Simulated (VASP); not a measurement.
Output of a VASP run:

File OUTCAR:
```
 ion  position               nearest neighbor table
   1  0.000  0.000  0.000-   3 2.17   3 2.17   3 2.17   2 2.17   3 2.17   2 2.17   2 2.17   2 2.17
  LATTYP: Found a face centered cubic cell.
 ALAT       =     5.0210218474
 Subroutine PRICEL returns:
 Original cell was already a primitive cell.
 Subroutine GETGRP returns: Found 48 space group operations
The static configuration has the point symmetry O_h .
The dynamic configuration has the point symmetry O_h .
 Subroutine INISYM returns: Found 48 space group operations
 Subroutine IBZKPT returns following result:
 Found     35 irreducible k-points:

 Following reciprocal coordinates:
            Coordinates               Weight
  0.000000  0.000000  0.000000      1.000000
  0.111111  0.000000  0.000000      8.000000
  0.222222  0.000000  0.000000      8.000000
  0.333333  0.000000  0.000000      8.000000
  0.444444  0.000000  0.000000      8.000000
  0.111111  0.111111  0.000000      6.000000
  0.222222  0.111111  0.000000     24.000000
  0.333333  0.111111  0.000000     24.000000
  0.444444  0.111111  0.000000     24.000000
 -0.444444  0.111111  0.000000     24.000000
 -0.333333  0.111111  0.000000     24.000000
 -0.222222  0.111111  0.000000     24.000000
 -0.111111  0.111111  0.000000     12.000000
  0.222222  0.222222  0.000000      6.000000
  0.333333  0.222222  0.000000     24.000000
  0.444444  0.222222  0.000000     24.000000
 -0.444444  0.222222  0.000000     24.000000
 -0.333333  0.222222  0.000000     24.000000
 -0.222222  0.222222  0.000000     12.000000
  0.333333  0.333333  0.000000      6.000000
  0.444444  0.333333  0.000000     24.000000
 -0.444444  0.333333  0.000000     24.000000
 -0.333333  0.333333  0.000000     12.000000
  0.444444  0.444444  0.000000      6.000000
 -0.444444  0.444444  0.000000     12.000000
  0.333333  0.222222  0.111111     24.000000
  0.444444  0.222222  0.111111     48.000000
 -0.444444  0.222222  0.111111     48.000000
  0.444444  0.333333  0.111111     24.000000
 -0.444444  0.333333  0.111111     48.000000
 -0.333333  0.333333  0.111111     48.000000
 -0.222222  0.333333  0.111111     24.000000
 -0.444444  0.444444  0.111111     24.000000
 -0.333333  0.444444  0.111111     24.000000
 -0.333333  0.444444  0.222222     24.000000
   k-points           NKPTS =     35   k-points in BZ     NKDIM =     35   number of bands    NBANDS=     15
   number of dos      NEDOS =    301   number of ions     NIONS =      3
   total plane-waves  NPLWV =  21952
   dimension x,y,z NGX =    28 NGY =   28 NGZ =   28
   dimension x,y,z NGXF=    56 NGYF=   56 NGZF=   56
   ions per type =               1   2
   PREC   = accura    normal or accurate (medium, high low for compatibility)
   ISTART =      0    job   : 0-new  1-cont  2-samecut
   ICHARG =      2    charge: 1-file 2-atom 10-const
   ISPIN  =      1    spin polarized calculation?
   LNONCOLLINEAR =      F non collinear calculations
   LSORBIT =      F    spin-orbit coupling
   INIWAV =      1    electr: 0-lowe 1-rand  2-diag
   ENCUT  =  520.0 eV  38.22 Ry    6.18 a.u.   6.60  6.60  6.60*2*pi/ulx,y,z
   NELM   =    100;   NELMIN=  2; NELMDL= -5     # of ELM steps
   EDIFF  = 0.1E-06   stopping-criterion for ELM
   LREAL  =      F    real-space projection
   NLSPLINE    = F    spline interpolate recip. space projectors
   LMAXMIX     =    6 max onsite mixed and CHGCAR
   VOSKOWN=      0    Vosko Wilk Nusair interpolation
   EDIFFG = 0.1E-05   stopping-criterion for IOM
   NSW    =      0    number of steps for IOM
   NBLOCK =      1;   KBLOCK =      1    inner block; outer block
   IBRION =     -1    ionic relax: 0-MD 1-quasi-New 2-CG
   NFREE  =      0    steps in history (QN), initial steepest desc. (CG)
   ISIF   =      2    stress and relaxation
   ISYM   =      2    0-nonsym 1-usesym 2-fastsym
   TEIN   =    0.0    initial temperature
   TEBEG  =    0.0;   TEEND  =   0.0 temperature during run
   SMASS  =  -3.00    Nose mass-parameter (am)
...
```

File OSZICAR:
```
       N       E                     dE             d eps       ncg     rms          rms(c)
DAV:   1     0.100677048734E+03    0.10068E+03   -0.13009E+04  1050   0.145E+03
DAV:   2    -0.330640994177E+02   -0.13374E+03   -0.12903E+03  1365   0.322E+02
DAV:   3    -0.368297739901E+02   -0.37657E+01   -0.37625E+01  1344   0.535E+01
DAV:   4    -0.368491975486E+02   -0.19424E-01   -0.19421E-01  1372   0.420E+00
DAV:   5    -0.368493561861E+02   -0.15864E-03   -0.15863E-03  1281   0.341E-01    0.526E+01
DAV:   6    -0.318019636962E+02    0.50474E+01   -0.26510E+01  1169   0.367E+01    0.454E+01
DAV:   7    -0.316810855576E+02    0.12088E+00   -0.70830E-01  1316   0.802E+00    0.291E+01
DAV:   8    -0.316459932440E+02    0.35092E-01   -0.17758E-01  1330   0.446E+00    0.509E+00
DAV:   9    -0.316372085851E+02    0.87847E-02   -0.32837E-02  1246   0.167E+00    0.177E+00
DAV:  10    -0.316370030779E+02    0.20551E-03   -0.35883E-03  1443   0.477E-01    0.271E-01
DAV:  11    -0.316369835018E+02    0.19576E-04   -0.21470E-04  1190   0.126E-01    0.172E-01
DAV:  12    -0.316369851155E+02   -0.16136E-05   -0.21091E-05  1401   0.367E-02    0.197E-02
DAV:  13    -0.316369853898E+02   -0.27437E-06   -0.16528E-06  1296   0.101E-02    0.985E-03
DAV:  14    -0.316369854157E+02   -0.25824E-07   -0.11836E-07   987   0.308E-03
   1 F= -.31636985E+02 E0= -.31636985E+02  d E =-.127455E-22
```

OUTCAR:
```
------------------------ aborting loop because EDIFF is reached ----------------------------------------
  FORCE on cell =-STRESS in cart. coord.  units (eV):
  Direction    XX          YY          ZZ          XY          YZ          ZX
  --------------------------------------------------------------------------------------
  Total       -0.0274911     -0.0274911     -0.0274911     -0.0000000     -0.0000000      0.0000000
  in kB       -1.3918307     -1.3918307     -1.3918307     -0.0000000     -0.0000000      0.0000000
  external PRESSURE =      -1.3918307 kB  Pullay stress =       0.0000000 kB
  volume of cell :       31.65
      direct lattice vectors                 reciprocal lattice vectors
     0.000000000  2.510510924  2.510510924    -0.199162647  0.199162647  0.199162647
     2.510510924  0.000000000  2.510510924     0.199162647 -0.199162647  0.199162647
     2.510510924  2.510510924  0.000000000     0.199162647  0.199162647 -0.199162647
 POSITION                                       TOTAL-FORCE (eV/Angst)
 -----------------------------------------------------------------------------------
      0.00000      0.00000      0.00000         0.000000     -0.000000      0.000000
      1.25526      1.25526      1.25526        -0.000000     -0.000000     -0.000000
      3.76577      3.76577      3.76577         0.000000      0.000000      0.000000
 -----------------------------------------------------------------------------------
    total drift:                                0.000000      0.000000      0.000000
  FREE ENERGIE OF THE ION-ELECTRON SYSTEM (eV)
  ---------------------------------------------------
  free  energy   TOTEN  =       -31.6369854157 eV

  energy  without entropy=      -31.6369854157  energy(sigma->0) =      -31.63698542
```
(Selected blocks of OUTCAR.)

**POSCAR**
```
HfO2
1
    0.0000000000     2.5105109237     2.5105109237
    2.5105109237     0.0000000000     2.5105109237
    2.5105109237     2.5105109237     0.0000000000
Hf O
1 2
Direct
  0.0000000000   0.0000000000   0.0000000000
  0.2500000000   0.2500000000   0.2500000000
  0.7500000000   0.7500000000   0.7500000000
```

**Question.** Reconstruct the remaining input files.

**Answer.** Several could match; the one computed here: the input of the run itself, PBEsol GGA, plane waves, VASP's PBE PAW potentials (set 64).

**KPOINTS**
```
kpoints
0
Gamma
9 9 9
0 0 0
```

**INCAR**
```
ALGO = Normal
EDIFF = 1E-7
ENCUT = 520
GGA = PS
ISIF = 2
ISMEAR = 0
LASPH = .TRUE.
LCHARG = .FALSE.
LMAXMIX = 6
LREAL = .FALSE.
LWAVE = .FALSE.
NELM = 100
PREC = Accurate
SIGMA = 0.05
SYSTEM = HfO2
```

POTCAR, in this order: Hf_pv O (PBE.64 set). Program: vasp_std.

The compound is HfO2 in the fluorite structure, the high-temperature cubic form, which is unstable at 0 K; the monoclinic form is the stable one. It was relaxed first.
